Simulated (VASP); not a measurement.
# Cu3Pd: accuracy against cost in the SCF threshold and k-mesh, part 3 of 3

How sensitive are energy, pressure and forces of Cu3Pd to the SCF threshold and k-mesh? The atoms are off their equilibrium sites, so that forces can be compared too. The series runs use PBEsol. The atoms of the start are displaced at random from the sites of a Pm-3m cell.

VASP 6.6.1; PBEsol; plane waves and PAW (Cu, Pd).

Still holding for the runs below: This run has no spin polarisation. Its electron count is odd, so without a moment it is a metal by construction.

So far. Step 13 (K-mesh: 7 7 7): Against the run before the energy moves by +5.67 meV an atom and the pressure by -0.20 GPa, after 16 cycles in 40 s.

The database entry behind the starting cell is an old determination (1931), so it need not match the best structure at ambient conditions.

## (14) K-mesh: 9 9 9 (continued)

Parts of OUTCAR (step 14):

```text
  Total       -1.3794580     -1.3365942     -1.2529182     -0.0572409      0.0600497      0.0178516
  in kB      -43.9885840    -42.6217272    -39.9534424     -1.8253158      1.9148849      0.5692559
  external PRESSURE =     -42.1879179 kB  Pullay stress =       0.0000000 kB

 POSITION                                       TOTAL-FORCE (eV/Angst)
 -----------------------------------------------------------------------------------
      3.67530      1.87472      1.85077        -0.024599     -0.535107     -0.150759
      1.84739      0.01444      1.84541        -0.153090     -0.018896     -0.106296
      1.80161      1.83336      3.67078         0.166455     -0.243459      0.103755
      3.66790      3.61693      3.67802         0.011235      0.797462      0.153300
 -----------------------------------------------------------------------------------
    total drift:                                0.000244     -0.003975      0.000717

  FREE ENERGIE OF THE ION-ELECTRON SYSTEM (eV)
  ---------------------------------------------------
  free  energy   TOTEN  =       -19.2238627437 eV

  energy  without entropy=      -19.2111990727  energy(sigma->0) =      -19.21753091

[... 1 part as in an earlier step ...]

[... 2 further parts left out ...]
[key lines of the parts left out:]
E-fermi :   7.9095
```

Against the run before the energy moves by +0.14 meV an atom and the pressure by +0.01 GPa, after 16 cycles in 69 s.

## (15) K-mesh: 11 11 11

INCAR

```
SYSTEM = Cu3Pd
PREC = Accurate
ENCUT = 400
EDIFF = 1E-06
NELM = 100
ISMEAR = -1
SIGMA = 0.05
LREAL = .FALSE.
ALGO = Normal
GGA = PS
NBANDS = 27
LASPH = .TRUE.
LORBIT = 11
LWAVE = .FALSE.
LCHARG = .FALSE.
KPAR = 4
ISIF = 2
```

POSCAR

```
Cu3Pd
1.0
    3.6900000000      0.0000000000      0.0000000000
    0.0000000000      3.6900000000      0.0000000000
    0.0000000000      0.0000000000      3.6900000000
Cu Pd
3 1
Direct
   -0.0039850000      0.5080550000      0.5015630000
    0.5006490000      0.0039140000      0.5001100000
    0.4882410000      0.4968450000     -0.0052090000
   -0.0059900000     -0.0198010000     -0.0032460000
```

KPOINTS

```
Automatic mesh
0
Gamma
11 11 11
0 0 0
```

PAW data sets: Cu and Pd (PBE family, release 64).

The run is started by

```console
mpirun -np 4 vasp_std
```

What it wrote:

```text
[... set-up lines as in an earlier step ...]
 entering main loop
       N       E                     dE             d eps       ncg     rms          rms(c)
DAV:   1     0.313154997477E+03    0.31315E+03   -0.16200E+04 37212   0.208E+03
DAV:   2     0.410610409552E+01   -0.30905E+03   -0.29817E+03 36198   0.389E+02
DAV:   3    -0.222857458343E+02   -0.26392E+02   -0.25094E+02 40746   0.153E+02
DAV:   4    -0.230556547527E+02   -0.76991E+00   -0.76585E+00 50400   0.299E+01
[...]
DAV:  14    -0.192244585676E+02    0.27384E-05   -0.13697E-05 42336   0.158E-01    0.115E-02
DAV:  15    -0.192244573066E+02    0.12610E-05   -0.90949E-06 43271   0.606E-02    0.535E-03
DAV:  16    -0.192244571535E+02    0.15302E-06   -0.11576E-06 21800   0.220E-02
   1 F= -.19224457E+02 E0= -.19218013E+02  d E =-.128874E-01
```

Elapsed: 2 min, on 4 MPI ranks of Intel Xeon Platinum 8488C (Sapphire Rapids), shared host; peak memory 2.4 GiB.

Parts of OUTCAR (step 15):

```text
  Total       -1.4088371     -1.3571942     -1.2821780     -0.0575363      0.0598601      0.0177275
  in kB      -44.9254315    -43.2786280    -40.8864883     -1.8347366      1.9088367      0.5653008
  external PRESSURE =     -43.0301826 kB  Pullay stress =       0.0000000 kB

 POSITION                                       TOTAL-FORCE (eV/Angst)
 -----------------------------------------------------------------------------------
      3.67530      1.87472      1.85077        -0.024666     -0.536341     -0.150857
      1.84739      0.01444      1.84541        -0.153507     -0.020013     -0.106338
      1.80161      1.83336      3.67078         0.166813     -0.243634      0.103845
      3.66790      3.61693      3.67802         0.011360      0.799988      0.153350
 -----------------------------------------------------------------------------------
    total drift:                                0.000250     -0.004103      0.000680

  FREE ENERGIE OF THE ION-ELECTRON SYSTEM (eV)
  ---------------------------------------------------
  free  energy   TOTEN  =       -19.2244571535 eV

  energy  without entropy=      -19.2115697503  energy(sigma->0) =      -19.21801345

[... 1 part as in an earlier step ...]

[... 2 further parts left out ...]
[key lines of the parts left out:]
E-fermi :   7.8794
```

Against the run before the energy moves by -0.12 meV an atom and the pressure by -0.08 GPa, after 16 cycles in 2 min.

## (16) The k-mesh series as a table

This step: convergence of PBEsol results with the mesh; plane waves and PAW (VASP 6.6.1).

Derived from the runs above.

Differences are taken from the run with 11 11 11. Results of the series, by row:

| setting | status | energy less the reference (meV/atom) | pressure (GPa) | largest force difference (meV/Å) | SCF cycles | wall time (s) |
| --- | --- | --- | --- | --- | --- | --- |
| 2 2 2 | converged | 218.5 | -2.92 | 66.7 | 17 | 6.4 |
| 3 3 3 | converged | 15.19 | -4.056 | 20.76 | 16 | 6.4 |
| 4 4 4 | converged | -3.831 | -4.905 | 39.86 | 15 | 11.2 |
| 5 5 5 | converged | -5.689 | -4.021 | 4.032 | 15 | 16.2 |
| 7 7 7 | converged | -0.02271 | -4.224 | 1.283 | 16 | 40 |
| 9 9 9 | converged | 0.1206 | -4.219 | 2.526 | 16 | 69 |
| 11 11 11 | converged | 0 | -4.303 | 0 | 16 | 123 |

## (17) Outcome

| Property | Result |
| --- | --- |
| SCF threshold from which the energy stays within 10 meV/atom of the reference | EDIFF = 0.01 |
| SCF threshold from which the energy stays within 1 meV/atom of the reference | EDIFF = 0.01 |
| SCF threshold from which the pressure stays within 0.2 GPa of the reference | EDIFF = 1E-04 |
| spread of the pressure over the SCF threshold | 26.6 GPa |
| spread of the energy over the SCF threshold | 0.464 meV/atom |
| k-mesh from which the energy stays within 10 meV/atom of the reference | 4 4 4 |
| k-mesh from which the energy stays within 1 meV/atom of the reference | 7 7 7 |
| k-mesh from which the pressure stays within 0.2 GPa of the reference | 7 7 7 |
| spread of the pressure over the k-mesh | 1.98 GPa |
| spread of the energy over the k-mesh | 224 meV/atom |

In words: From EDIFF = 0.01 on, the energy stays within 1 meV an atom of the reference, at 52 % of its time. The pressure holds within 0.2 GPa from EDIFF = 1E-04 on. The loosest stop saves 10 of 20 cycles and costs -0.5 meV an atom, -21.89 GPa, 13.1 meV/Å in forces. From 7 7 7 on, the energy stays within 1 meV an atom of the reference, at 33 % of its time. The pressure holds within 0.2 GPa from 7 7 7 on. The energy swings above and below the reference, since the sum over k-points is not variational. A metal's Fermi surface slows this convergence. Differences are taken from the run with 11 11 11, which is itself not the exact limit. The run at 2 2 2 is over 30 meV an atom or 2 GPa off and describes the material poorly.

[Lines on the potential files, build, host, timing and source positions are cut from VASP's logs without a mark.]

[Logs are printed without paths, hosts, clocks, repeated set-up lines and the standing remarks that a program may print on its own settings, such as how far it seeks lower states.]

[Hosts, paths, dates, database ids (printed as entryN), source tags and the programs' standing remarks are cut or masked in the printed files.]

[A measured line is paired with the nearest computed mode of its activity, which favours agreement.]
